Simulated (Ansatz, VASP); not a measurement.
**Cross-check of SnSe (puckered SnSe monolayer) between VASP and Ansatz**

Wanted: the spread between two codes on one cell, functional and k mesh. The cell is taken from a series of runs on this material, whose earlier steps may have relaxed, scaled, displaced or heated it; both programs get it as it stands.

Main program and level: Ansatz 0.2.0; plane waves, with VASP 6.6.1 beside it; single point at PBE with D3(BJ) and single point at PBE, spin-orbit coupling.

## 1. The structure

The cell holds 4 atoms: 2 Sn and 2 Se. Cell: a = 4.510 Å, b = 4.263 Å, c = 20.866 Å, α = 90.0°, β = 90.0°, γ = 90.0°. Vacuum lies along c.

## 2. Ansatz: single point, PBE with D3(BJ)

Ansatz runs on its default PAW (the set named soft_2) files.

A single point gives forces, pressure and levels at one fixed geometry, so differences don't come from the geometry; what else differs is listed under the comparison.

Contents of input.yaml:

```yaml
crystal:
  lattice:
    - [4.5096162814, 0.0, 0.0]
    - [0.0, 4.2634163485, 0.0]
    - [0.0, 0.0, 20.8659705516]
  atoms:
    - { symbol: Sn, position: [0.0384357547, 0.0, 0.4313242932] }
    - { symbol: Se, position: [0.4615642453, 0.5, 0.4391222825] }
    - { symbol: Se, position: [0.9615642453, 0.0, 0.5608777175] }
    - { symbol: Sn, position: [0.5384357547, 0.5, 0.5686757068] }
kpoints:
  mp_grid: { grid: [10, 10, 1] }
  band_path:
    path:
      - [0, 0, 0]
      - [0.5, 0, 0]
      - [0.5, 0.5, 0]
      - [0, 0, 0]
      - [0, 0.5, 0]
      - [0.5, 0.5, 0]
    npoints: 16
hamiltonian:
  xc: pbe
  dispersion: d3bj
scf:
  occupations: { method: fermi_dirac, width: 0.02585 }
  convergence: { dr2_threshold: 1.0e-10 }
efield:
  axis: 3
  dipole_correction: true
  ramp_position: 0.97
  ramp_width: 0.06
  amplitude: 0
output:
  dos: { projected: true, e_range: [-6, 5] }
  bader: true
  write_potential: true
  write_density: true
  volumetric_format: npy
  elf: true
```

Command:

```console
$ ansatz run input.yaml --threads 4 --pin off --max-ram 6144MiB --backend cpu --events-out ev --progress --plain --runs-dir out
```

Numbers of over 12 decimals in the logs are rounded to 6 here.

The program printed:

```text
Engine: ansatz 0.2.0, aarch64-unknown-linux-gnu
Pseudopotentials: kind: paw
Pseudopotential: Sn, paw, valence charge 14, recommended cutoff 420 eV (normal), Sn.paw.azcp
Pseudopotential: Se, paw, valence charge 16, recommended cutoff 420 eV (normal), Se.paw.azcp
Functional definition: PBE
  parameter kappa = 0.804
  parameter beta = 0.066725
  exchange = pbe_x(kappa = kappa, mu = beta*pi^2/3)
  correlation = pbe_c(beta = beta)
Crystal: 4 atoms, lattice volume = 401.177 Å³
Basis set: ecut = 420 eV, 7889 PW (Γ)
Bands: 36, of which v1, the nominal top of the filled ones, is band 30 counted from 1 (29 counted from 0)
Symmetry: 2 space group operations
k-points: 36 of 100 (time reversal used)
Non-local potential: Sn, projectors of the file, l = 0: 2, l = 1: 2, l = 2: 2, l = 3: 2
Non-local potential: Se, projectors of the file, l = 0: 2, l = 1: 2, l = 2: 3, l = 3: 1
PAW form: soft (Blöchl's): semilocal exchange-correlation on the pseudo side does not see the compensation charge
PAW one-centre angular grid: Sn, 590 points (default); XC on 64 Gauss nodes
PAW one-centre angular grid: Se, 590 points (default); XC on 64 Gauss nodes
Initial density: superposition of atomic densities (neutral atoms: chi_scale 0, normalization atom), corrected by the library's trained network
Initial wavefunctions: pseudopotential atomic-orbital guess
Functional: x = pbe(κ = 0.804, μ = 0.219515), c = pbe(β = 0.066725)
SCF iter   1: F=—  HF=-22989.098343 eV  |F-HF|=—  |Δ(HF+E_count)|=         —  Δρ=9.32e-4  dr2=6.14e-3  ethr=1.77e-3  p=0.000 e·Å  D=1.23e-14 V/Å  ΔV_dip=-0.00 eV  dr2_dipole=1.60e-9  V_vac-E_F(+/−)=4.08/4.08 eV  ⟨swp⟩=9.1  Hψ=6048  notcnv=0
efield: sawtooth ramp at fractional position 0.9700 (set: `efield.ramp_position`, or a place that a band, a saddle search or an elastic batch's reference lends), width 0.0600; the density the first Hamiltonian is built on has a dipole p = 0.000 e·Å; the dipole correction subtracts the counter field D = 1.23e-14 V/Å, which shifts the + side's vacuum level by -0.00 eV against the − side's; the planar-averaged density in the ramp window peaks in size at 1.9e-6 e/Å³
preconditioner: auto → Resta (q_TF=auto, 1.988 Å⁻¹)  ε∞=2.0  [insulator: Δε(μ)=1.139 eV  Ē_g=8.246 eV  σ=0.026 eV  W_gap=1.00  n_scr=48 (ndim 8)  ℏωp=8.3 eV  f_vac=0.677  D(μ)=0.00/eV (n_scr^D=0)  ε∞_Penn≈2.0  vacuum switching on, ρ_ref=4.9e-3 e/Å³]
SCF iter   2: F=—  HF=-22989.097691 eV  |F-HF|=—  |Δ(HF+E_count)|=   6.51e-4  Δρ=4.48e-4  dr2=1.52e-3  ethr=1.02e-5  p=0.000 e·Å  D=1.03e-5 V/Å  ΔV_dip=-0.00 eV  dr2_dipole=1.51e-9  V_vac-E_F(+/−)=4.01/4.01 eV  ⟨swp⟩=2.0  Hψ=2462  notcnv=0  defer=60
SCF iter   3: F=—  HF=-22989.097834 eV  |F-HF|=—  |Δ(HF+E_count)|=   1.43e-4  Δρ=2.02e-4  dr2=2.98e-4  ethr=2.53e-6  p=-0.000 e·Å  D=-1.87e-6 V/Å  ΔV_dip=0.00 eV  dr2_dipole=3.62e-10  V_vac-E_F(+/−)=3.95/3.95 eV  ⟨swp⟩=2.4  Hψ=1907  notcnv=0  defer=60
SCF iter   4: F=—  HF=-22989.097962 eV  |F-HF|=—  |Δ(HF+E_count)|=   1.28e-4  Δρ=7.21e-5  dr2=2.84e-5  ethr=4.97e-7  p=0.000 e·Å  D=3.46e-6 V/Å  ΔV_dip=-0.00 eV  dr2_dipole=9.74e-10  V_vac-E_F(+/−)=3.92/3.92 eV  ⟨swp⟩=3.0  Hψ=1998  notcnv=0  defer=60
SCF iter   5: F=—  HF=-22989.097963 eV  |F-HF|=—  |Δ(HF+E_count)|=   7.14e-7  Δρ=2.94e-5  dr2=5.93e-6  ethr=4.74e-8  p=-0.000 e·Å  D=-6.58e-6 V/Å  ΔV_dip=0.00 eV  dr2_dipole=3.64e-9  V_vac-E_F(+/−)=3.91/3.91 eV  ⟨swp⟩=2.0  Hψ=2304  notcnv=0  defer=60
SCF iter   6: F=—  HF=-22989.097968 eV  |F-HF|=—  |Δ(HF+E_count)|=   4.46e-6  Δρ=5.54e-6  dr2=1.90e-7  ethr=9.89e-9  p=0.000 e·Å  D=1.61e-5 V/Å  ΔV_dip=-0.00 eV  dr2_dipole=2.63e-8  V_vac-E_F(+/−)=3.91/3.91 eV  ⟨swp⟩=3.0  Hψ=2320  notcnv=0  defer=60
SCF iter   7: F=—  HF=-22989.098003 eV  |F-HF|=—  |Δ(HF+E_count)|=   3.58e-5  Δρ=3.91e-6  dr2=5.84e-7  ethr=3.17e-10  p=-0.000 e·Å  D=-4.19e-5 V/Å  ΔV_dip=0.00 eV  dr2_dipole=1.74e-7  V_vac-E_F(+/−)=3.91/3.91 eV  ⟨swp⟩=2.0  Hψ=2282  notcnv=0  defer=60
SCF iter   8: F=—  HF=-22989.098003 eV  |F-HF|=—  |Δ(HF+E_count)|=   7.28e-8  Δρ=1.35e-6  dr2=1.90e-8  ethr=3.17e-10  p=0.000 e·Å  D=6.09e-6 V/Å  ΔV_dip=-0.00 eV  dr2_dipole=3.56e-9  V_vac-E_F(+/−)=3.91/3.91 eV  ⟨swp⟩=2.0  Hψ=1434  notcnv=0  defer=60
SCF iter   9: F=—  HF=-22989.098003 eV  |F-HF|=—  |Δ(HF+E_count)|=   7.45e-9  Δρ=3.73e-7  dr2=6.21e-10  ethr=3.17e-11  p=0.000 e·Å  D=6.50e-8 V/Å  ΔV_dip=-0.00 eV  dr2_dipole=1.52e-13  V_vac-E_F(+/−)=3.91/3.91 eV  ⟨swp⟩=2.0  Hψ=1927  notcnv=0  defer=60
SCF iter  10: F=-22989.098003 eV  HF=-22989.098003 eV  |F-HF|=2.00e-10  |Δ(HF+E_count)|=   1.64e-9  Δρ=9.48e-8  dr2=5.09e-11  ethr=1.00e-12  p=0.000 e·Å  D=7.17e-8 V/Å  ΔV_dip=-0.00 eV  dr2_dipole=3.87e-13  V_vac-E_F(+/−)=3.91/3.91 eV  ⟨swp⟩=9.4  Hψ=4157  notcnv=0
SCF 1 converged in 10 iterations: F = -22989.098003 eV  dr2 = 5.09e-11
  greatest PAW one-centre occupation: 1.000 electrons in one spin orbital (limit 2), on the Se atom at site 1 (counted from 0), in its partial waves of l = 2
NSCF: frozen V_eff on 81 k-points
efield: sawtooth ramp at fractional position 0.9700 (kept from the solve that this one continues, or follows in the run), width 0.0600; the density the first Hamiltonian is built on has a dipole p = 0.000 e·Å; the dipole correction subtracts the counter field D = 7.17e-8 V/Å, which shifts the + side's vacuum level by -0.00 eV against the − side's; the planar-averaged density in the ramp window peaks in size at 1.0e-6 e/Å³
WARN: The output density's exchange-correlation potential varies sharply where the density is thin. Do not read a vacuum level from v_tot or v_xc, or from such a field of the output density. On a cell that repeats whose density bears no net charge and no dipole along the vacuum's axis use v_es (v_loc + v_h of the components); under efield.dipole_correction with no amplitude use v_es + v_field, which holds any externa [...]
SCF converged after 10 iterations
Free energy (F): -22989.098003 eV
Harris-Foulkes:  -22989.098003 eV  (|F-HF|=2.00e-10)
Internal energy: -22989.098003 eV  (E = F + TS)
E sigma→0 (E₀):  -22989.098003 eV
Fermi energy:    -0.365271 eV
Dipole field:    D = -0.000001 V/Å  (p = -0.000001 e·Å, saw-weighted, corrected)
Work function:   Φ+ = 3.9121 eV   Φ− = 3.9120 eV
Levels:          The Fermi level and band energies are counted from a zero that moves with the ramp; work functions are not
--- Per-component energies (eV) ---
  E_band       = -1521.192424
  E_kinetic    = 605.734743
  E_local      = -41145.005466  (includes V_loc(G=0)·N_el)
  E_nonlocal   = -1257.187829
  E_hartree    = 20462.773882
  E_xc         = -973.696316
  E_vxc        = -387.661954  (∫ρ·V_xc dr)
  E_paw        = -12089.031802  (= ΣΔE_a)
  E_vpaw       = -262.618385  (= ΣTr[D̂ρ^β])
  E_aug_tail   = -0.001170  (compensation charges beyond the density's cutoff)
  E_efield     = 0.000000  (sawtooth field / dipole correction)
  E_vefield    = 0.000000  (∫n·V_field dr)
  E_ewald      = 11408.265071
  E_disp       = -0.949116  (pairwise vdW)
  E_smearing   = -0.000000  (= −TS)
  E_closure    = 0.000000  (closes the sum)
  Σ components = -22989.098003   (vs F -22989.098003, Δ=0.00e0)
--- Band table (eV; the first three rows and the last of 36) ---
  k-point 0: bands = [... 26 lower, -3.7552, -2.5672, -2.5642, -1.2636, 0.5905, 2.2157, 2.6474, 2.9498, ... 2 higher]
  k-point 1: bands = [... 26 lower, -3.6616, -2.6063, -2.3480, -1.3079, 0.6425, 2.4076, 2.4458, 2.6598, ... 2 higher]
  k-point 2: bands = [... 26 lower, -3.4312, -2.5395, -1.9780, -1.4542, 0.8118, 1.5905, 2.1530, 2.5774, ... 2 higher]
  k-point 35: bands = [... 26 lower, -4.0449, -4.0449, -2.4562, -2.4562, 2.3125, 2.3125, 3.6690, 3.6690, ... 2 higher]
--- Bader charges: 4 sites ---
  site symbol  charge [e]  shift [e]
     0     Sn      0.8412     0.0004
     1     Se     -0.8412     0.0004
     2     Se     -0.8412     0.0004
     3     Sn      0.8412     0.0004
  estimated error of the sums over rays = 2.6e-4 e
```

Reading the cycles: dr2 is the Hartree energy of the density residual (eV), the measure of convergence; HF is the Harris–Foulkes estimate of the energy, which meets the free energy F at convergence.

## 3. VASP: single point, PBE with D3(BJ)

The same cell, functional, mesh and smearing now go to VASP, with its own data sets.

Lines of VASP's logs that name or quote its potential files are left out, and so is its time.

Contents of INCAR:

```
SYSTEM = SnSe
PREC = Accurate
ENCUT = 400
EDIFF = 1E-06
NELM = 120
ISMEAR = -1
SIGMA = 0.02585
LREAL = .FALSE.
ALGO = Normal
GGA = PE
IVDW = 12
NBANDS = 26
LORBIT = 11
LWAVE = .FALSE.
LCHARG = .FALSE.
ISIF = 2
LDIPOL = .TRUE.
IDIPOL = 3
DIPOL = 0.5 0.5 0.5
LVHAR = .TRUE.
LASPH = .TRUE.
GGA_COMPAT = .FALSE.
EFERMI = MIDGAP
NELMDL = -8
KPAR = 2
```

Contents of POSCAR:

```
SnSe
1.0
    4.5096162814      0.0000000000      0.0000000000
    0.0000000000      4.2634163485      0.0000000000
    0.0000000000      0.0000000000     20.8659705516
Sn Se
2 2
Direct
    0.0384357547      1.0000000000      0.4313242932
    0.5384357547      0.5000000000      0.5686757068
    0.4615642453      0.5000000000      0.4391222825
    0.9615642453      1.0000000000      0.5608777175
```

Contents of KPOINTS:

```
Automatic mesh
0
Gamma
10 10 1
0 0 0
```

Potentials, in the order of the species: Sn_d and Se (PBE family, release 64).

Command:

```console
$ mpirun -np 2 vasp_std
```

The program printed:

```text
[banner, memory and clock lines left out]
running    2 mpi-ranks, on    1 nodes
 distrk:  each k-point on    1 cores,    2 groups
 distr:  one band on    1 cores,    1 groups

 POSCAR found type information on POSCAR SnSe
 POSCAR found :  2 types and       4 ions
 LDA part: xc-table for (Slater+PW92), standard interpolation
 POSCAR, INCAR and KPOINTS ok, starting setup
 FFT: planning ... GRIDC
 FFT: planning ... GRID_SOFT
 FFT: planning ... GRID
 WAVECAR not read
 entering main loop
       N       E                     dE             d eps       ncg     rms          rms(c)
DAV:   1     0.269062106501E+03    0.26906E+03   -0.15878E+04  2280   0.106E+03
DAV:   2     0.145780660631E+02   -0.25448E+03   -0.25098E+03  2256   0.262E+02
DAV:   3    -0.156698675685E+02   -0.30248E+02   -0.30122E+02  2334   0.109E+02
DAV:   4    -0.167534155669E+02   -0.10835E+01   -0.10795E+01  2202   0.240E+01
DAV:   5    -0.167882919566E+02   -0.34876E-01   -0.34838E-01  2512   0.424E+00
DAV:   6    -0.167897040062E+02   -0.14120E-02   -0.14119E-02  2582   0.771E-01
DAV:   7    -0.167897434421E+02   -0.39436E-04   -0.39436E-04  2814   0.112E-01
DAV:   8    -0.167897440678E+02   -0.62567E-06   -0.62569E-06  2462   0.156E-02    0.446E+00
DAV:   9    -0.162827925516E+02    0.50695E+00   -0.13388E+00  2460   0.570E+00    0.276E+00
DAV:  10    -0.162672702559E+02    0.15522E-01   -0.33296E-01  2364   0.229E+00    0.118E+00
DAV:  11    -0.162592819720E+02    0.79883E-02   -0.39909E-02  2340   0.126E+00    0.260E-01
DAV:  12    -0.162561688021E+02    0.31132E-02   -0.63837E-03  2358   0.467E-01    0.114E-01
DAV:  13    -0.162547616162E+02    0.14072E-02   -0.13486E-03  2326   0.161E-01    0.487E-02
DAV:  14    -0.162542157179E+02    0.54590E-03   -0.93900E-04  2592   0.105E-01    0.406E-02
[...]
DAV:  18    -0.162553557541E+02   -0.83995E-04   -0.27786E-06  1986   0.116E-02    0.279E-03
DAV:  19    -0.162554668541E+02   -0.11110E-03   -0.65059E-06  1718   0.708E-03    0.225E-03
DAV:  20    -0.162554777857E+02   -0.10932E-04   -0.10401E-06  1958   0.324E-03    0.127E-03
DAV:  21    -0.162554947351E+02   -0.16949E-04   -0.96268E-07  1658   0.332E-03    0.457E-04
DAV:  22    -0.162555063293E+02   -0.11594E-04   -0.53247E-07  1636   0.214E-03    0.789E-04
DAV:  23    -0.162555149789E+02   -0.86496E-05   -0.40729E-07  1686   0.149E-03    0.331E-04
DAV:  24    -0.162555181521E+02   -0.31732E-05   -0.94125E-08  1562   0.106E-03    0.235E-04
DAV:  25    -0.162555188829E+02   -0.73078E-06   -0.15644E-08  1582   0.439E-04
   1 F= -.17204531E+02 E0= -.17204531E+02  d E =-.138760E-10
```

From OUTCAR (step 3):

```text
ion  position               nearest neighbor table
   1  0.038  0.000  0.431-   4 2.73   3 2.87   3 2.87
   2  0.538  0.500  0.569-   3 2.73   4 2.87   4 2.87
   3  0.462  0.500  0.439-   2 2.73   1 2.87   1 2.87
   4  0.962  0.000  0.561-   1 2.73   2 2.87   2 2.87

  LATTYP: Found a simple orthorhombic cell.
 ALAT       =     4.2634163485
 B/A-ratio  =     1.0577471006
 C/A-ratio  =     4.8941902094

 Subroutine GETGRP returns: Found  4 space group operations
 (whereof  2 operations were pure point group operations)

The static configuration has the point symmetry C_1h.
 The point group associated with its full space group is C_2v.

 Found     36 irreducible k-points:

   k-points           NKPTS =     36   k-points in BZ     NKDIM =     36   number of bands    NBANDS=     26

   dimension x,y,z NGX =    30 NGY =   28 NGZ =  140
   dimension x,y,z NGXF=    60 NGYF=   56 NGZF=  280

   ENCUT  =  400.0 eV  29.40 Ry    5.42 a.u.   7.35  6.95 34.03*2*pi/ulx,y,z

   NELECT =      40.0000    total number of electrons

 k-points in reciprocal lattice and weights: Automatic mesh
   0.00000000  0.00000000  0.00000000       0.010
   0.10000000  0.00000000  0.00000000       0.020
   0.20000000  0.00000000  0.00000000       0.020
   0.30000000  0.00000000  0.00000000       0.020
   0.40000000  0.00000000  0.00000000       0.020
   0.50000000  0.00000000  0.00000000       0.010
   0.00000000  0.10000000  0.00000000       0.020
   0.10000000  0.10000000  0.00000000       0.040
   0.20000000  0.10000000  0.00000000       0.040
[...]
0.40000000  0.50000000  0.00000000       0.020
   0.50000000  0.50000000  0.00000000       0.010

 dipolmoment           0.000000      0.000000     -0.000000 electrons x Angstroem

 average (electrostatic) potential at core
       1-108.6716       2-108.6716       3 -59.7206       4 -59.7206

 E-fermi :  -1.3112

 k-point     1 :       0.0000    0.0000    0.0000
  band No.  band energies     occupation
    ...
     16      -4.8296      2.00000
     17      -4.7074      2.00000
     18      -3.5143      2.00000
     19      -3.5140      2.00000
     20      -2.2066      2.00000
     21      -0.3618      0.00000
     22       1.2573      0.00000
     23       1.6899      0.00000
     24       2.0054      0.00000
     25       2.2456      0.00000
    ...

 k-point     2 :       0.1000    0.0000    0.0000
  band No.  band energies     occupation
    ...
     16      -4.6865      2.00000
     17      -4.6473      2.00000
     18      -3.4819      2.00000
     19      -3.3079      2.00000
     20      -2.2767      2.00000
     21      -0.3038      0.00000
     22       1.3253      0.00000
     23       1.3375      0.00000
     24       1.9623      0.00000
     25       2.0672      0.00000
    ...

 k-point     3 :       0.2000    0.0000    0.0000
  band No.  band energies     occupation
    ...
     16      -4.4728      2.00000
     17      -4.3364      2.00000
     18      -3.4037      2.00000
     19      -2.8132      2.00000
     20      -2.4734      2.00000
     21      -0.1217      0.00000
     22       0.5802      0.00000
     23       1.3435      0.00000
     24       1.3664      0.00000
     25       2.2077      0.00000
    ...

 Edisp (eV)   -0.94901

  Total      -0.00297     0.00363     0.00654     0.00000     0.00000     0.00000
  in kB      -0.01186     0.01452     0.02610     0.00000     0.00000     0.00000
  external pressure =        0.01 kB  Pullay stress =        0.00 kB

  energy-cutoff  :      400.00
  volume of cell :      401.18
      direct lattice vectors                 reciprocal lattice vectors
     4.509616281  0.000000000  0.000000000     0.221748357  0.000000000  0.000000000
     0.000000000  4.263416348  0.000000000     0.000000000  0.234553681  0.000000000
     0.000000000  0.000000000 20.865970552     0.000000000  0.000000000  0.047924921

 POSITION                                       TOTAL-FORCE (eV/Angst)
 -----------------------------------------------------------------------------------
      0.17333      0.00000      9.00000        -0.009486      0.000000     -0.013157
      2.42814      2.13171     11.86597        -0.009486      0.000000      0.013157
      2.08148      2.13171      9.16271         0.009486      0.000000     -0.007094
      4.33629      0.00000     11.70326         0.009486      0.000000      0.007094
 -----------------------------------------------------------------------------------
    total drift:                               -0.002221      0.000000      0.000010

  FREE ENERGIE OF THE ION-ELECTRON SYSTEM (eV)
  ---------------------------------------------------
  free  energy   TOTEN  =       -17.2045307933 eV

  energy  without entropy=      -17.2045307933  energy(sigma->0) =      -17.20453079

 vacuum level on the upper side and lower side of the slab         2.598         2.598

 total charge
# of ion       s       p       d       tot
------------------------------------------
    1        1.364   0.722   9.982  12.067
    2        1.364   0.722   9.982  12.067
    3        1.470   2.321   0.021   3.811
    4        1.470   2.321   0.021   3.811
--------------------------------------------------
tot          5.667   6.085  20.004  31.757

[... 3 further parts left out ...]
```

## 4. Comparison

Known differences besides the potentials themselves: the data sets hold 60 valence electrons in Ansatz (on its default PAW (the set named soft_2) files) and 40 in VASP; the cutoff is 420 eV in Ansatz and 400 eV in VASP. Total energies have different zeros and are not compared.

Compared:

```csv
quantity,Ansatz,VASP,difference
gap on the k mesh (eV),1.144,1.141,+0.003
```

A gap on the mesh is an upper bound, since the band edges may lie between its points. With vacuum in the cell, a pressure given here is an average over mostly empty space and none of the material.

(Continued in part 2 of 2.)

[Lines on the potential files, build, host, timing and source positions are cut from VASP's logs without a mark.]

[Logs are printed without paths, hosts, clocks, repeated set-up lines and the standing remarks that a program may print on its own settings, such as how far it seeks lower states.]

[Hosts, paths, dates, database ids (printed as entryN), source tags and the programs' standing remarks are cut or masked in the printed files.]
